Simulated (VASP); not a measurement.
All values below come from PBEsol GGA, VASP's PBE PAW potentials (set 64) (plane waves; VASP).

A VASP calculation is set up with these files.

### POSCAR
```
BN
1
    2.5422387812     0.0000000000     0.0000000000
   -1.2711193906     2.2016431635     0.0000000000
    0.0000000000     0.0000000000     4.2043446213
B N
2 2
Direct
  0.3333330000   0.6666670000   0.0002880991
  0.6666670000   0.3333330000   0.5002880991
  0.3333330000   0.6666670000   0.3747119009
  0.6666670000   0.3333330000   0.8747119009
```

INCAR:
```
SYSTEM = BN
PREC = Accurate
ENCUT = 520
EDIFF = 1E-7
NELM = 100
ALGO = Normal
LREAL = .FALSE.
LASPH = .TRUE.
ISMEAR = -5
GGA = PS
LWAVE = .FALSE.
LCHARG = .TRUE.
LORBIT = 11
NEDOS = 601
ISIF = 2
```

### KPOINTS
```
K-points
0
G
  13 13 7
0 0 0
```

POTCAR, in this order: B N (PBE.64 set). Program: vasp_std.

Output of the run:

### OSZICAR
```
       N       E                     dE             d eps       ncg     rms          rms(c)
DAV:   1     0.480744728727E+02    0.48074E+02   -0.87527E+03  2024   0.129E+03
DAV:   2    -0.361045733342E+02   -0.84179E+02   -0.79634E+02  2796   0.275E+02
DAV:   3    -0.385276578227E+02   -0.24231E+01   -0.24156E+01  2668   0.475E+01
DAV:   4    -0.385410104779E+02   -0.13353E-01   -0.13345E-01  2476   0.361E+00
DAV:   5    -0.385411628598E+02   -0.15238E-03   -0.15235E-03  2624   0.358E-01    0.931E+00
DAV:   6    -0.368362430765E+02    0.17049E+01   -0.43577E+00  2516   0.172E+01    0.456E+00
DAV:   7    -0.366682335534E+02    0.16801E+00   -0.22588E-01  2384   0.453E+00    0.266E+00
DAV:   8    -0.366266476288E+02    0.41586E-01   -0.68498E-02  2288   0.231E+00    0.213E-01
DAV:   9    -0.366258365776E+02    0.81105E-03   -0.21187E-03  2620   0.469E-01    0.115E-01
DAV:  10    -0.366259017060E+02   -0.65128E-04   -0.19971E-04  2380   0.139E-01    0.216E-02
DAV:  11    -0.366259003423E+02    0.13638E-05   -0.37214E-05  2576   0.527E-02    0.106E-02
DAV:  12    -0.366259008743E+02   -0.53201E-06   -0.39370E-06  2480   0.197E-02    0.176E-03
DAV:  13    -0.366259009431E+02   -0.68843E-07   -0.10787E-07  1744   0.362E-03
   1 F= -.36625901E+02 E0= -.36625901E+02  d E =0.000000E+00
```

**OUTCAR**
```
------------------------ aborting loop because EDIFF is reached ----------------------------------------
  FORCE on cell =-STRESS in cart. coord.  units (eV):
  Direction    XX          YY          ZZ          XY          YZ          ZX
  --------------------------------------------------------------------------------------
  Total        0.0110762      0.0110762      0.0357995      0.0000000      0.0000000      0.0000000
  in kB        0.7541200      0.7541198      2.4373938      0.0000000      0.0000000      0.0000000
  external PRESSURE =       1.3152112 kB  Pullay stress =       0.0000000 kB
  volume of cell :       23.53
      direct lattice vectors                 reciprocal lattice vectors
     2.542238781  0.000000000  0.000000000     0.393354081  0.227103106  0.000000000
    -1.271119391  2.201643163  0.000000000     0.000000000  0.454206211  0.000000000
     0.000000000  0.000000000  4.204344621     0.000000000  0.000000000  0.237849199
  FREE ENERGIE OF THE ION-ELECTRON SYSTEM (eV)
  ---------------------------------------------------
  free  energy   TOTEN  =       -36.6259009431 eV

  energy  without entropy=      -36.6259009431  energy(sigma->0) =      -36.62590094

 total charge

# of ion       s       p       d       tot
------------------------------------------
    1        0.676   1.364   0.000   2.040
    2        0.676   1.364   0.000   2.040
    3        1.209   2.757   0.000   3.967
    4        1.209   2.757   0.000   3.967
--------------------------------------------------
tot          3.771   8.242   0.000  12.013
```
(Selected blocks of OUTCAR.)

The structure was generated: BN was put into the wurtzite type (P6_3mc), which need not be its known phase. It was relaxed first.
